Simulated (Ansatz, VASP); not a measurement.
# Zn9Ge20O49 (glassy 69GeO2-31ZnO (mol %)): VASP beside Ansatz, part 2 of 2

One calculation is typed for both programs; each brings its own data sets. How far apart do they land? The cell is taken from a series of runs on this material, whose earlier steps may have relaxed, scaled, displaced or heated it; both programs get it as it stands.

VASP 6.6.1 and Ansatz 0.2.0.

So far: Set-up; VASP: single point, PBE.

### 3. Ansatz: single point, PBE

Level of this step: Ansatz beside VASP: Kohn-Sham DFT, plane waves, PBE (Ansatz).

Ansatz runs on its PAW soft_1 files.

The same cell, functional, mesh and smearing now go to Ansatz, which takes its cutoff from its data sets.

The input, input.yaml:

```yaml
crystal:
  lattice:
    - [10.46827, 0.0, 0.0]
    - [0.0, 10.46827, 0.0]
    - [0.0, 0.0, 10.46827]
  atoms:
    - { symbol: Ge, position: [0.41904, 0.05709, 0.31419] }
    - { symbol: Ge, position: [0.78845, 0.38023, 0.63941] }
    - { symbol: Ge, position: [0.52934, 0.34164, 0.82794] }
    - { symbol: Ge, position: [0.62341, 0.01076, 0.53136] }
    - { symbol: Ge, position: [0.19045, 0.04144, 0.52649] }
    - { symbol: Ge, position: [0.10846, 0.95315, 0.19604] }
    - { symbol: Ge, position: [0.68076, 0.99215, 0.15016] }
    - { symbol: Ge, position: [0.24007, 0.37417, 0.90382] }
    - { symbol: Ge, position: [0.02475, 0.69327, 0.33067] }
    - { symbol: Ge, position: [0.09936, 0.34998, 0.58644] }
    - { symbol: Ge, position: [0.36218, 0.34604, 0.19931] }
    - { symbol: Ge, position: [0.74419, 0.2811, 0.05551] }
    - { symbol: Ge, position: [0.74253, 0.67046, 0.71299] }
    - { symbol: Ge, position: [0.28638, 0.55189, 0.40163] }
    - { symbol: Ge, position: [0.62102, 0.7308, 0.99129] }
    - { symbol: Ge, position: [0.41662, 0.05006, 0.76557] }
    - { symbol: Ge, position: [0.00745, 0.15489, 0.95975] }
    - { symbol: Ge, position: [0.34886, 0.8632, 0.0198] }
    - { symbol: Ge, position: [0.12423, 0.66723, 0.89109] }
    - { symbol: Ge, position: [0.57841, 0.70263, 0.4404] }
    - { symbol: Zn, position: [0.63508, 0.51579, 0.20352] }
    - { symbol: Zn, position: [0.63246, 0.28713, 0.36769] }
    - { symbol: Zn, position: [0.28503, 0.54118, 0.68704] }
    - { symbol: Zn, position: [0.89104, 0.4238, 0.35381] }
    - { symbol: Zn, position: [0.90312, 0.95309, 0.40646] }
    - { symbol: Zn, position: [0.91815, 0.0891, 0.66375] }
    - { symbol: Zn, position: [0.02166, 0.77763, 0.62152] }
    - { symbol: Zn, position: [0.88439, 0.87842, 0.8928] }
    - { symbol: Zn, position: [0.89393, 0.63507, 0.08741] }
    - { symbol: O, position: [0.17923, 0.68322, 0.39769] }
    - { symbol: O, position: [0.9504, 0.56479, 0.24668] }
    - { symbol: O, position: [0.15265, 0.20658, 0.5145] }
    - { symbol: O, position: [0.62954, 0.37109, 0.96385] }
    - { symbol: O, position: [0.25986, 0.47027, 0.25568] }
    - { symbol: O, position: [0.26846, 0.44436, 0.53054] }
    - { symbol: O, position: [0.92806, 0.27908, 0.65947] }
    - { symbol: O, position: [0.54786, 0.12788, 0.42117] }
    - { symbol: O, position: [0.78806, 0.03881, 0.53766] }
    - { symbol: O, position: [0.93299, 0.76556, 0.45153] }
    - { symbol: O, position: [0.65455, 0.66865, 0.29928] }
    - { symbol: O, position: [0.4231, 0.63499, 0.45769] }
    - { symbol: O, position: [0.93103, 0.05192, 0.84588] }
    - { symbol: O, position: [0.39668, 0.45652, 0.81824] }
    - { symbol: O, position: [0.35657, 0.34786, 0.03332] }
    - { symbol: O, position: [0.32356, 0.98153, 0.43176] }
    - { symbol: O, position: [0.27674, 0.94098, 0.15736] }
    - { symbol: O, position: [0.32925, 0.19071, 0.26] }
    - { symbol: O, position: [0.90248, 0.2854, 0.99415] }
    - { symbol: O, position: [0.27523, 0.02345, 0.68259] }
    - { symbol: O, position: [0.01586, 0.03509, 0.08053] }
    - { symbol: O, position: [0.43181, 0.95929, 0.90916] }
    - { symbol: O, position: [0.9647, 0.70891, 0.93657] }
    - { symbol: O, position: [0.71228, 0.60373, 0.05533] }
    - { symbol: O, position: [0.78708, 0.00578, 0.27171] }
    - { symbol: O, position: [0.51194, 0.38984, 0.26524] }
    - { symbol: O, position: [0.65555, 0.63526, 0.57461] }
    - { symbol: O, position: [0.0157, 0.45464, 0.48636] }
    - { symbol: O, position: [0.71939, 0.8712, 0.0252] }
    - { symbol: O, position: [0.85135, 0.79967, 0.71786] }
    - { symbol: O, position: [0.56717, 0.8712, 0.45724] }
    - { symbol: O, position: [0.46338, 0.73939, 0.05537] }
    - { symbol: O, position: [0.04961, 0.96564, 0.59158] }
    - { symbol: O, position: [0.16611, 0.52104, 0.96548] }
    - { symbol: O, position: [0.15777, 0.39485, 0.74336] }
    - { symbol: O, position: [0.82561, 0.52129, 0.72922] }
    - { symbol: O, position: [0.42097, 0.2109, 0.81936] }
    - { symbol: O, position: [0.14977, 0.67482, 0.72179] }
    - { symbol: O, position: [0.56603, 0.01988, 0.68961] }
    - { symbol: O, position: [0.07882, 0.01407, 0.34949] }
    - { symbol: O, position: [0.63724, 0.31911, 0.6969] }
    - { symbol: O, position: [0.61673, 0.7063, 0.82416] }
    - { symbol: O, position: [0.20994, 0.80125, 0.94962] }
    - { symbol: O, position: [0.75794, 0.34998, 0.21272] }
    - { symbol: O, position: [0.15941, 0.22138, 0.93738] }
    - { symbol: O, position: [0.51429, 0.97633, 0.1958] }
    - { symbol: O, position: [0.03445, 0.79704, 0.19312] }
    - { symbol: O, position: [0.67639, 0.12766, 0.04745] }
    - { symbol: O, position: [0.75139, 0.38044, 0.47234] }
total_charge: -1
kpoints:
  mp_grid: { grid: [1, 1, 1] }
hamiltonian:
  xc: pbe
  pseudopotentials: { kind: paw, azcp: { folder: soft_1 } }
scf:
  occupations: { method: fermi_dirac, width: 0.01 }
  lower_state_search: "off"
output:
  forces: true
  stress: true
  populations: true
  dos:
    method: { smearing: { sigma: 0.08 } }
    de: 0.1
    projected: { site_lists: { Ge: [Ge], O: [O], Zn: [Zn] } }
  eigenvalues: true
  write_density: true
  write_potential: true
  volumetric_format: npy
magnetization:
  spin_polarized: true
  initial_magnetization: 1
```

On the command line:

```sh
$ ansatz run input.yaml --threads 4 --pin off --max-ram 8192MiB --backend cpu --events-out ev --progress --plain --runs-dir out
```

Numbers of over 12 decimals in the logs are rounded to 6 here.

The log of the run:

```text
Engine: ansatz 0.2.0, x86_64-unknown-linux-gnu
Pseudopotentials: kind: paw
Pseudopotential: Ge, paw, valence charge 14, recommended cutoff 420 eV (normal), soft_1/Ge.paw.azcp
Pseudopotential: Zn, paw, valence charge 12, recommended cutoff 420 eV (normal), soft_1/Zn.paw.azcp
Pseudopotential: O, paw, valence charge 6, recommended cutoff 420 eV (normal), soft_1/O.paw.azcp
Functional definition: PBE
  parameter kappa = 0.804
  parameter beta = 0.066725
  exchange = pbe_x(kappa = kappa, mu = beta*pi^2/3)
  correlation = pbe_c(beta = beta)
Crystal: 78 atoms, lattice volume = 1147.162 Å³
Basis set: ecut = 420 eV, 22335 PW (Γ), exchange–correlation on 144×144×144 points (8 copies of the dense FFT grid, shifted against one another)
Bands: 420, of which v1, the nominal top of the filled ones, is band 342 counted from 1 (341 counted from 0)
Symmetry: 1 space group operations
Space group: P1 (ITA 1), of the structure as read, at distance tolerance 1.0e-4 Å
Magnetic group: BNS 1.1 (UNI 1), of the structure as read, at distance tolerance 1.0e-4 Å
k-points: 1
Non-local potential: Ge, projectors of the file, l = 0: 2, l = 1: 2, l = 2: 3, l = 3: 1
Non-local potential: Zn, projectors of the file, l = 0: 2, l = 1: 2, l = 2: 3, l = 3: 1
Non-local potential: O, projectors of the file, l = 0: 2, l = 1: 2, l = 2: 1
PAW form: soft (Blöchl's): semilocal exchange-correlation on the pseudo side does not see the compensation charge
PAW one-centre angular grid: Ge, 590 points (default); XC on 64 Gauss nodes
PAW one-centre angular grid: Zn, 590 points (default); XC on 64 Gauss nodes
PAW one-centre angular grid: O, 110 points (default); XC on 64 Gauss nodes
Initial density: superposition of atomic densities (chi_scale 0.1, normalization cell, long waves kept (reshape's long-wave potential 0.93 eV rms))
Starting moments: Σ|m| = 1 μB on 78 of 78 sites
Initial wavefunctions: pseudopotential atomic-orbital guess
Functional: x = pbe(κ = 0.804, μ = 0.219515), c = pbe(β = 0.066725)
SCF iter   1: F=—  HF=-143584.080338 eV  |F-HF|=—  |Δ(HF+E_count)|=         —  Δρ=4.83e-2 (↑4.65e-2 ↓4.83e-2)  dr2=7.64e1  dr2_m=1.61e-2  M=1.000 μB ∫|m|=1.037 μB  β_m=1.00  ethr=3.10e-3  ⟨swp⟩=6.0  Hψ=3378  notcnv=0
preconditioner: auto → Resta (q_TF=auto, 2.502 Å⁻¹)  ε∞=3.2  [insulator: Δε(μ)=1.455 eV  Ē_g=19.517 eV  σ=0.010 eV  W_gap=1.00  n_scr=304 (ndim 8)  ℏωp=28.7 eV  f_vac=0.146  D(μ)=0.00/eV (n_scr^D=0)  ε∞_Penn≈3.2]
spin=Collinear: Resta preconditioning applied to the charge; magnetization (m = ρ↑ − ρ↓) channel mixes plain (no charge-response kernel on spin).
SCF iter   2: F=—  HF=-143568.649335 eV  |F-HF|=—  |Δ(HF+E_count)|=         —  Δρ=2.75e-2 (↑2.74e-2 ↓2.75e-2)  dr2=2.53e1  dr2_m=1.29e-3  M=0.734 μB ∫|m|=0.807 μB  β_m=0.30  ethr=3.10e-3  ⟨swp⟩=2.0  Hψ=1348  notcnv=0  defer=144
Mixer restart at iter 2: flushing history
SCF iter   3: F=—  HF=-143564.700292 eV  |F-HF|=—  |Δ(HF+E_count)|=    3.95e0  Δρ=1.84e-2 (↑1.84e-2 ↓1.84e-2)  dr2=1.07e1  dr2_m=1.40e-3  M=0.694 μB ∫|m|=0.781 μB  β_m=0.30  ethr=3.10e-3  ⟨swp⟩=2.0  Hψ=844  notcnv=0  defer=144
SCF iter   4: F=—  HF=-143562.235091 eV  |F-HF|=—  |Δ(HF+E_count)|=    2.47e0  Δρ=6.35e-3 (↑6.35e-3 ↓6.22e-3)  dr2=9.51e-1  dr2_m=1.45e-3  M=0.631 μB ∫|m|=0.706 μB  β_m=0.30  ethr=1.57e-3  ⟨swp⟩=3.0  Hψ=1266  notcnv=0  defer=140
SCF iter   5: F=—  HF=-143562.302915 eV  |F-HF|=—  |Δ(HF+E_count)|=   6.78e-2  Δρ=1.83e-3 (↑1.83e-3 ↓1.82e-3)  dr2=1.35e-1  dr2_m=9.31e-4  M=0.602 μB ∫|m|=0.679 μB  β_m=0.30  ethr=1.39e-4  ⟨swp⟩=2.0  Hψ=1339  notcnv=0  defer=140
SCF iter   6: F=—  HF=-143562.364553 eV  |F-HF|=—  |Δ(HF+E_count)|=   6.16e-2  Δρ=1.44e-3 (↑1.41e-3 ↓1.44e-3)  dr2=6.33e-2  dr2_m=5.00e-4  M=0.586 μB ∫|m|=0.661 μB  β_m=0.30  ethr=1.97e-5  ⟨swp⟩=2.0  Hψ=1064  notcnv=0  defer=140
SCF iter   7: F=—  HF=-143562.383250 eV  |F-HF|=—  |Δ(HF+E_count)|=   1.87e-2  Δρ=4.68e-4 (↑3.99e-4 ↓4.68e-4)  dr2=7.82e-3  dr2_m=2.62e-4  M=0.569 μB ∫|m|=0.641 μB  β_m=0.30  ethr=9.26e-6  ⟨swp⟩=3.0  Hψ=1114  notcnv=0  defer=140
SCF iter   8: F=—  HF=-143562.386052 eV  |F-HF|=—  |Δ(HF+E_count)|=   2.80e-3  Δρ=2.85e-4 (↑2.85e-4 ↓2.82e-4)  dr2=2.44e-3  dr2_m=1.57e-4  M=0.557 μB ∫|m|=0.628 μB  β_m=0.30  ethr=1.14e-6  ⟨swp⟩=2.0  Hψ=1270  notcnv=0  defer=140
Mixer restart at iter 8: flushing history
spin-set hold released at iteration 8 (site moments contracting): the magnetisation degrees of freedom join the quasi-Newton model from the next iteration; the mixer history was flushed
SCF iter   9: F=—  HF=-143562.387694 eV  |F-HF|=—  |Δ(HF+E_count)|=   1.64e-3  Δρ=2.20e-4 (↑2.17e-4 ↓2.20e-4)  dr2=1.52e-3  dr2_m=9.57e-5  M=0.547 μB ∫|m|=0.617 μB  β_m=0.65  ethr=3.57e-7  ⟨swp⟩=2.0  Hψ=702  notcnv=0  defer=140
SCF iter  10: F=—  HF=-143562.390709 eV  |F-HF|=—  |Δ(HF+E_count)|=   3.01e-3  Δρ=5.74e-5 (↑5.74e-5 ↓4.98e-5)  dr2=1.17e-4  dr2_m=1.14e-5  M=0.500 μB ∫|m|=0.564 μB  β_m=0.76  ethr=2.23e-7  ⟨swp⟩=2.0  Hψ=1102  notcnv=0  defer=140
[...]
k-point 0 ↓: bands = [... 338 lower, 3.7664, 3.7943, 3.9822, 5.6602, 7.3197, 7.5953, 7.6989, 7.8691, ... 74 higher]
--- Löwdin populations: 78 sites ---
  site symbol       q [e]    m [muB]
     0     Ge     12.5587     0.0081
     1     Ge     12.5639     0.0054
     2     Ge     12.5392     0.0092
     3     Ge     12.5495     0.0051
     4     Ge     12.5728     0.0064
     5     Ge     12.5599     0.0055
     6     Ge     12.5784     0.0067
     7     Ge     12.5801     0.0081
     8     Ge     12.6069     0.0034
     9     Ge     12.6059     0.0052
    10     Ge     12.5296     0.0044
    11     Ge     12.5714     0.0068
    12     Ge     12.5651     0.0040
    13     Ge     12.5567     0.0030
    14     Ge     12.5713     0.0054
    15     Ge     12.5069     0.0052
    16     Ge     12.5440     0.0062
    17     Ge     12.5103     0.0067
    18     Ge     12.5926     0.0049
    19     Ge     12.5327     0.0030
    20     Zn     10.5283     0.0052
    21     Zn     10.5254     0.0085
    22     Zn     10.5099     0.0103
    23     Zn     10.5258     0.0076
[...]
70      O      6.6905     0.0030
    71      O      6.7152     0.0016
    72      O      6.9681     0.0022
    73      O      6.6849     0.0033
    74      O      6.6783     0.0023
    75      O      6.7483     0.0011
    76      O      6.7014     0.0019
    77      O      6.9800     0.0021
  spilling = 0.006629 (of n_electrons = 683.000000)
```

In the SCF lines HF is the Harris–Foulkes energy and dr2 the Hartree energy of the density residual, in eV; the loop may stop once dr2 is under the threshold and the program's other checks hold. Hψ counts applications of the Hamiltonian.

### 4. Side by side

Known differences besides the potentials themselves: the cutoff is 420 eV in Ansatz and 600 eV in VASP (PREC = Accurate, projectors in real space). Total energies have different zeros and are not compared.

Compared:

```
         quantity  Ansatz  VASP  difference
total moment (μB)    0.29  0.05       +0.25
```

Forces on 7 of the 78 atoms, those with the largest forces and the largest differences (eV/Å; atoms numbered as in POSCAR):

```
atom          Ansatz x, y, z            VASP x, y, z
Zn24  -0.007, -0.024, -0.018  -0.020, -0.054, -0.067
 O40     0.003, 0.009, 0.000    -0.007, 0.079, 0.066
 O42     0.009, 0.012, 0.010     0.039, 0.071, 0.067
 O52    0.003, 0.007, -0.004   0.073, -0.002, -0.061
 O54   -0.008, 0.005, -0.014   -0.074, 0.013, -0.086
 O55   -0.016, 0.009, -0.006  -0.112, -0.016, -0.033
 O78    -0.001, 0.007, 0.030     0.006, 0.019, 0.118
```

The forces differ by 27 meV/Å r.m.s., where the r.m.s. force is 0.010 eV/Å in Ansatz and 0.031 eV/Å in VASP: the atoms lie near their places of rest in Ansatz, so a percentage would say little (all taken over all components). The cell carries a charge of -1 e against a uniform background, so its pressure also hangs on how the neutralising background is counted, and in a defect's cell a gap may be the spacing between its levels.

### 5. Outcome

| Property | Result |
| --- | --- |
| r.m.s. force difference (single point, PBE) | 27 meV/Å |

The r.m.s. force difference is 27 meV/Å (single point, PBE), beyond the 12 meV/Å picked in this series as the mark of a large difference. What causes the difference of the single point, PBE pair stays open here. Such differences can come from data sets, numerical settings and the points named under the comparisons, not from the functional's error against experiment.

[Lines on the potential files, build, host, timing and source positions are cut from VASP's logs without a mark.]

[Logs are printed without paths, hosts, clocks, repeated set-up lines and the standing remarks that a program may print on its own settings, such as how far it seeks lower states.]

[Hosts, paths, dates, database ids (printed as entryN), source tags and the programs' standing remarks are cut or masked in the printed files.]
